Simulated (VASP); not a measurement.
Consider the following.

```
CaF2
1.0
    0.00000     2.79944     2.79944
    2.79944     0.00000     2.79944
    2.79944     2.79944     0.00000
Ca F
1 2
Direct
  0.00000   0.00000   0.00000
  0.25000   0.25000   0.25000
  0.75000   0.75000   0.75000
```

Calculation: PBE GGA, VASP's PBE PAW potentials (set 64) (plane waves; VASP). Run with 600 eV cut-off, 6×6×6 Γ-centred mesh, Gaussian smearing of 0.050 eV, potentials Ca_sv F.

Question: Predict the energy per atom (σ→0), pressure.

Answer: 
```yaml
energy per atom (σ→0): -5.776 eV/atom
pressure: -3.29 GPa
```

The compound is CaF2 in the fluorite structure. This cell was strained or had an atom moved on purpose.
